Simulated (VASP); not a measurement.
# Quasiparticle energies of AlN in VASP, part 8 of 8

Aim: the quasiparticle gap of AlN, and what it costs to get it. The cell is of the wurtzite type, one of the forms listed for this formula. The start is a cell from a database of measured crystal structures.

VASP 6.6.1, plane waves and PAW; the level of theory is named at each step.

So far, quasiparticle gap on the mesh (eV): step 5 (evGW0, evGW0 on LDA) 6.14; step 6 (evGW, evGW on LDA) 6.57; step 7 (QPGW0, QPGW0 on LDA) 6.19. Also gap on the k-mesh (eV): step 4 (empty bands, functional LDA) 4.21; step 9 (another starting point, HSE06) 5.55.

The database entry behind the starting cell differs from later determinations by our own check (inner coordinate u about 0.002 short), so it need not match the best structure at ambient conditions.

### Step 11. G0W0

This step: G0W0 on HSE06; plane waves and PAW (Al_GW, N_GW) (VASP 6.6.1).

G0W0 keeps orbitals and screening fixed and shifts each of the lowest NBANDSGW levels once.

File INCAR:

```
SYSTEM = AlN
PREC = Accurate
ENCUT = 450
ISMEAR = 0
SIGMA = 0.01
LREAL = .FALSE.
LHFCALC = .TRUE.
AEXX = 0.25
GGA = PE
HFSCREEN = 0.2
LASPH = .TRUE.
NBANDS = 232
PRECFOCK = Fast
ALGO = EVGW0
NELMGW = 1
ENCUTGW = 180
NOMEGA = 48
NBANDSGW = 16
LWAVE = .FALSE.
LCHARG = .FALSE.
```

File POSCAR:

```
AlN
1.0
    3.1130000000      0.0000000000      0.0000000000
   -1.5565000000      2.6959370820      0.0000000000
    0.0000000000      0.0000000000      4.9810000000
Al N
2 2
Direct
    0.6666666667      0.3333333333      0.4990517037
    0.3333333333      0.6666666667      0.9990517037
    0.6666666667      0.3333333333      0.8809482963
    0.3333333333      0.6666666667      0.3809482963
```

File KPOINTS:

```
Automatic mesh
0
Gamma
6 6 4
0 0 0
```

Potentials, in the order of the species: Al_GW and N_GW (LDA family, release 64).

The run starts from files that an earlier step left in the folder.

Command:

```
$ mpirun -np 4 vasp_std
```

What it wrote:

```text
[banner, memory and clock lines left out]
running    4 mpi-ranks, on    1 nodes
 distrk:  each k-point on    4 cores,    1 groups
 distr:  one band on    1 cores,    4 groups

 POSCAR found type information on POSCAR AlN
 POSCAR found :  2 types and       4 ions
 [... a notice as in an earlier step ...]

 [... a notice as in an earlier step ...]

 LDA part: xc-table for (Slater+PW92), standard interpolation
 found WAVECAR, reading the header
 POSCAR, INCAR and KPOINTS ok, starting setup
 FFT: planning ... GRIDC
 FFT: planning ... GRID_SOFT
 FFT: planning ... GRID
 reading WAVECAR
 the WAVECAR file was read successfully
 initial charge from wavefunction
 available memory per node:     69.57 GB, setting MAXMEM to     71241

 The Fermi energy was updated, please check that it is located mid-gap
 values below the HOMO (VB) or above the LUMO (CB) will cause erroneous energies
 E-fermi :   7.1501

 calculate exact exchange contribution
 the WAVEDER file was read successfully
energies w=
    0.000    0.000    0.870    0.000    1.736    0.000    2.596    0.000
    3.445    0.000    4.283    0.000    5.106    0.000    5.916    0.000
    6.710    0.000    7.489    0.000    8.254    0.000    9.007    0.000
    9.750    0.000   10.483    0.000   11.210    0.000   11.932    0.000
   12.654    0.000   13.377    0.000   14.104    0.000   14.840    0.000
   15.588    0.000   16.351    0.000   17.134    0.000   17.943    0.000
   18.783    0.000   19.660    0.000   20.582    0.000   21.558    0.000
   22.597    0.000   23.713    0.000   24.919    0.000   26.235    0.000
   27.682    0.000   29.290    0.000   31.095    0.000   33.144    0.000
   35.497    0.000   38.241    0.000   41.489    0.000   45.404    0.000
   50.225    0.000   56.315    0.000   64.253    0.000   75.027    0.000
   90.468    0.000  114.388    0.000  156.271    0.000  248.044    0.000
 responsefunction array rank=     248
 LDA part: xc-table for (Slater+PW92), standard interpolation

 min. memory requirement per mpi rank    358.1 MB, per node   1432.4 MB

 allocating  12 responsefunctions rank=   248
 shmem allocating  48 responsefunctions rank=   248
 response function shared by NCSHMEM nodes    1
 Doing           12  frequencies on each core in blocks of           48
NQ=   1    0.0000    0.0000    0.0000,
|.........|.........|.........|.........|.........|.........|.........|.........
 performed        672000 updates of chi_q(r,r)
 total number of BLAS operations        322.69 Gflops
NQ=   2    0.1667    0.0000    0.0000,
|.........|.........|.........|.........|.........|.........|.........|.........
 performed       1856000 updates of chi_q(r,r)
 total number of BLAS operations        850.36 Gflops
NQ=   3    0.3333    0.0000    0.0000,
|.........|.........|.........|.........|.........|.........|.........|.........
 performed       3040000 updates of chi_q(r,r)
 total number of BLAS operations       1351.54 Gflops
NQ=   4    0.5000    0.0000    0.0000,
|.........|.........|.........|.........|.........|.........|.........|.........
 performed       3956000 updates of chi_q(r,r)
 total number of BLAS operations       1713.08 Gflops
NQ=   5    0.1667    0.1667    0.0000,
|.........|.........|.........|.........|.........|.........|.........|.........
 performed       5184000 updates of chi_q(r,r)
 total number of BLAS operations       2210.75 Gflops
NQ=   6    0.3333    0.1667    0.0000,
|.........|.........|.........|.........|.........|.........|.........|.........
 performed       6590000 updates of chi_q(r,r)
 total number of BLAS operations       2811.37 Gflops
NQ=   7    0.3333    0.3333    0.0000,
|.........|.........|.........|.........|.........|.........|.........|.........
 performed       7388000 updates of chi_q(r,r)
 total number of BLAS operations       3126.08 Gflops
NQ=   8    0.0000    0.0000    0.2500,
|.........|.........|.........|.........|.........|.........|.........|.........
 performed       8111000 updates of chi_q(r,r)
 total number of BLAS operations       3440.51 Gflops
NQ=   9    0.1667    0.0000    0.2500,
|.........|.........|.........|.........|.........|.........|.........|.........
 performed       9428000 updates of chi_q(r,r)
 total number of BLAS operations       4027.72 Gflops
NQ=  10    0.3333    0.0000    0.2500,
|.........|.........|.........|.........|.........|.........|.........|.........
 performed      10745000 updates of chi_q(r,r)
 total number of BLAS operations       4580.61 Gflops
NQ=  11    0.5000    0.0000    0.2500,
|.........|.........|.........|.........|.........|.........|.........|.........
 performed      11795000 updates of chi_q(r,r)
 total number of BLAS operations       5025.23 Gflops
NQ=  12    0.1667    0.1667    0.2500,
|.........|.........|.........|.........|.........|.........|.........|.........
 performed      13201000 updates of chi_q(r,r)
 total number of BLAS operations       5636.30 Gflops
NQ=  13    0.3333    0.1667    0.2500,
|.........|.........|.........|.........|.........|.........|.........|.........
 performed      14786000 updates of chi_q(r,r)
 total number of BLAS operations       6289.75 Gflops
NQ=  14    0.3333    0.3333    0.2500,
|.........|.........|.........|.........|.........|.........|.........|.........
 performed      15658000 updates of chi_q(r,r)
 total number of BLAS operations       6652.57 Gflops
NQ=  15    0.0000    0.0000    0.5000,
|.........|.........|.........|.........|.........|.........|.........|.........
 performed      16330000 updates of chi_q(r,r)
 total number of BLAS operations       6898.77 Gflops
NQ=  16    0.1667    0.0000    0.5000,
|.........|.........|.........|.........|.........|.........|.........|.........
 performed      17514000 updates of chi_q(r,r)
 total number of BLAS operations       7435.42 Gflops
NQ=  17    0.3333    0.0000    0.5000,
|.........|.........|.........|.........|.........|.........|.........|.........
 performed      18698000 updates of chi_q(r,r)
 total number of BLAS operations       7910.79 Gflops
NQ=  18    0.5000    0.0000    0.5000,
|.........|.........|.........|.........|.........|.........|.........|.........
 performed      19614000 updates of chi_q(r,r)
 total number of BLAS operations       8292.14 Gflops
NQ=  19    0.1667    0.1667    0.5000,
|.........|.........|.........|.........|.........|.........|.........|.........
 performed      20842000 updates of chi_q(r,r)
 total number of BLAS operations       8821.25 Gflops
NQ=  20    0.3333    0.1667    0.5000,
|.........|.........|.........|.........|.........|.........|.........|.........
 performed      22248000 updates of chi_q(r,r)
 total number of BLAS operations       9406.38 Gflops
NQ=  21    0.3333    0.3333    0.5000,
|.........|.........|.........|.........|.........|.........|.........|.........
 performed      23046000 updates of chi_q(r,r)
 total number of BLAS operations       9738.33 Gflops
 resolving degeneracies of screened two electron integrals

 calculate QP shifts <psi_nk| G(iteration)W_0 |psi_nk>: iteration 1
 entering main loop
```

It took 9.8 min on 4 MPI ranks of Intel Xeon Platinum 8488C (Sapphire Rapids), shared host; peak memory 1.9 GiB; 33 min of CPU time.

From OUTCAR (step 11):

```text
   NELECT =      16.0000    total number of electrons

 E-fermi :   7.1501

 QP shifts <psi_nk| G(iteration)W_0 |psi_nk>: iteration 1
 for sc-GW calculations column KS-energies equals QP-energies in previous step
 and V_xc(KS)=  KS-energies - (<T + V_ion + V_H > + <T+V_H+V_ion>^1  + <V_x>^1)
 k-point   1 :       0.0000    0.0000    0.0000
  band No.  KS-energies  QP-energies   sigma(KS)   V_xc(KS)     V^pw_x(r,r')   Z            occupation Imag(sigma)
    ...
      5       3.4040       2.9393     -17.8565     -17.2768     -20.6218       0.8016       2.0000       0.0955
      6       4.1294       3.7042     -18.1977     -17.6697     -20.8233       0.8054       2.0000       0.0927
      7       4.1294       3.7042     -18.1977     -17.6697     -20.8233       0.8054       2.0000       0.0927
      8       4.3741       3.9736     -18.2446     -17.7471     -20.8182       0.8049       2.0000       0.0909
      9       9.9260      10.4362     -11.2595     -11.8706      -7.5332       0.8348       0.0000      -0.0597
     10      12.4747      13.0110      -9.6809     -10.3194      -5.5587       0.8399       0.0000      -0.0744
     11      16.8450      17.3783     -11.9955     -12.6735      -6.8137       0.7866       0.0000      -0.1366
     12      17.1074      17.6005      -8.5550      -9.1497      -3.9061       0.8292       0.0000      -0.1074
    ...

 k-point   2 :       0.1667    0.0000    0.0000
  band No.  KS-energies  QP-energies   sigma(KS)   V_xc(KS)     V^pw_x(r,r')   Z            occupation Imag(sigma)
    ...
      5       2.7696       2.2936     -17.3116     -16.7166     -20.0569       0.8001       2.0000       0.0973
      6       2.9804       2.4901     -17.5408     -16.9276     -20.3572       0.7996       2.0000       0.0970
      7       4.0387       3.6089     -18.1845     -17.6503     -20.8340       0.8045       2.0000       0.0931
      8       4.1823       3.7691     -18.1344     -17.6205     -20.7432       0.8040       2.0000       0.0914
      9      11.2552      11.8019     -11.7796     -12.4404      -7.9369       0.8273       0.0000      -0.0626
     10      13.5896      14.1419      -9.8955     -10.5579      -5.6376       0.8339       0.0000      -0.0793
     11      15.1779      15.6424      -9.9523     -10.5210      -5.3149       0.8167       0.0000      -0.1054
     12      15.7420      16.2401      -9.5458     -10.1506      -4.9281       0.8235       0.0000      -0.1028
    ...

[... 9 parts as in an earlier step ...]

[... 7 further parts left out ...]
```

This step gave:

```yaml
quasiparticle_gap_on_the_mesh: 6.463 eV
smallest_direct_quasiparticle_gap_on_the_mesh: 6.463 eV
gap_of_the_starting_orbitals_on_the_mesh: 5.552 eV
```

GW takes the gap from 5.552 to 6.463 eV. That is +626 meV against the one-shot pass on LDA. The value holds for 232 bands, ENCUTGW = 180 eV and this mesh, and isn't shown to be converged in them.

### Step 12. Summary

This step: GW series: evGW0 on LDA, evGW on LDA, QPGW0 on LDA, G0W0 on HSE06; plane waves and PAW (VASP 6.6.1).

Derived from the runs above.

Cost is wall time times ranks on a shared host, with the step that makes the empty bands. GW runs:

```
        level  bands  ENCUTGW (eV)  NOMEGA  k mesh  starting gap (eV)  quasiparticle gap (eV)  direct gap (eV)  cost (core minutes)
 evGW0 on LDA    232           180      48   6x6x4              4.209                   6.136            6.136                75.16
  evGW on LDA    232           180      48   6x6x4              4.209                   6.565            6.565                76.49
 QPGW0 on LDA    232           180      48   6x6x4              4.209                   6.186            6.186                330.5
G0W0 on HSE06    232           180      48   6x6x4              5.552                   6.463            6.463                  165
```

### Step 13. Outcome

| Quantity | Value |
| --- | --- |
| evGW0 on LDA, 232 bands, ENCUTGW 180 eV, NOMEGA 48, mesh 6×6×4 | 4.209 → 6.136 eV |
| evGW on LDA, 232 bands, ENCUTGW 180 eV, NOMEGA 48, mesh 6×6×4 | 4.209 → 6.565 eV |
| QPGW0 on LDA, 232 bands, ENCUTGW 180 eV, NOMEGA 48, mesh 6×6×4 | 4.209 → 6.186 eV |
| G0W0 on HSE06, 232 bands, ENCUTGW 180 eV, NOMEGA 48, mesh 6×6×4 | 5.552 → 6.463 eV |

evGW0 gives a quasiparticle gap of 6.136 eV on the mesh, 1.93 eV over the LDA gap on the same mesh. On mesh and path the starting valence top lies at Γ and the conduction bottom at Γ, so the starting gap is direct. Both points lie on the GW mesh. Over the final values of the levels run here the gap spans 6.14 to 6.57 eV. In evGW0 the first pass, which is the one-shot result, gives 5.836 eV and pass 4 gives 6.136 eV; the last pass changed the gap by +7 meV, so the loop is converged. In evGW the first pass, which is the one-shot result, gives 5.836 eV and pass 4 gives 6.565 eV; the last pass changed the gap by +45 meV, so more passes would move it further. In QPGW0 the first pass gives 5.836 eV and pass 4 gives 6.186 eV; the last pass changed the gap by +16 meV, so more passes would move it further. One-shot gaps: 5.836 eV from LDA and 6.463 eV from HSE06. The starting gaps span 1.34 eV and the one-shot gaps 0.63 eV. Bands, response cutoff and mesh weren't tested for convergence. The given cell is kept, although it stands at -6.4 GPa at LDA and ENCUT = 450 eV, which holds the mismatch of the given cell with this functional and any basis-set error; the relaxation of the atoms, at LDA and ENCUT = 520 eV, gave -3.6 GPa. Not tabulated here, as repeats of values shown or as unfit to read for their mesh, reference level or band range: gaps (empty bands, relaxation); eps2 curves (empty bands); eps1 curves and static values (empty bands).

[Lines on the potential files, build, host, timing and source positions are cut from VASP's logs without a mark.]

[Logs are printed without paths, hosts, clocks, repeated set-up lines and the standing remarks that a program may print on its own settings, such as how far it seeks lower states.]

[Hosts, paths, dates, database ids (printed as entryN), source tags and the programs' standing remarks are cut or masked in the printed files.]

[Pressures printed for these runs are not shown converged in the cutoff: they can be off by several GPa and have the wrong sign.]
